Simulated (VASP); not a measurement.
An input for Quantum ESPRESSO's pw.x (written as the equivalent of a VASP run, and not itself run):

```
&CONTROL
  calculation = 'scf'
  pseudo_dir = './pseudo'
  outdir = './out'
  tprnfor = .true.
  tstress = .true.
/
&SYSTEM
  ibrav = 0
  nat = 2
  ntyp = 2
  ecutwfc = 70
  occupations = 'smearing'
  smearing = 'fermi-dirac'
  degauss = 0.000735
  input_dft = 'pbe'
/
&ELECTRONS
  conv_thr = 7.3e-08
  electron_maxstep = 100
/
ATOMIC_SPECIES
  Cs 132.905 Cs.upf
  I 126.904 I.upf
CELL_PARAMETERS angstrom
     4.5700000    0.0000000    0.0000000
     0.0000000    4.5700000    0.0000000
     0.0000000    0.0000000    4.5700000
ATOMIC_POSITIONS crystal
  Cs   0.0000000  0.0000000  0.0000000
  I    0.5000000  0.5000000  0.5000000
K_POINTS automatic
  4 4 4 0 0 0
```

Write the VASP files for the same calculation (PBE).

One answer among several that fit: 
File KPOINTS:
```
Automatic mesh
0
Gamma
4 4 4
0 0 0
```

POSCAR:
```
CsI
1
    4.5700000000     0.0000000000     0.0000000000
    0.0000000000     4.5700000000     0.0000000000
    0.0000000000     0.0000000000     4.5700000000
Cs I
1 1
Direct
  0.0000000000   0.0000000000   0.0000000000
  0.5000000000   0.5000000000   0.5000000000
```

### INCAR
```
SYSTEM = CsI
PREC = Accurate; ENCUT = 300; LREAL = .FALSE.
LASPH = .TRUE.
EDIFF = 1E-6; NELM = 100; ALGO = Normal
LMAXMIX = 4
ISMEAR = -1; SIGMA = 0.01
GGA = PE
ISIF = 2
LWAVE = .FALSE.; LCHARG = .FALSE.
```

POTCAR, in this order: Cs_sv I (PBE.64 set). Program: vasp_std.

The two are equivalent in intent, not identical: the potentials are each code's own (VASP's PAW set, PseudoDojo norm-conserving files in pw.x), so ENCUT and ecutwfc are chosen apart and not converted; conv_thr bounds pw.x's estimated SCF error, while EDIFF bounds the energy change between steps.

The structure is a typed CsI crystal (Pm-3m). The cell was not relaxed at this level.
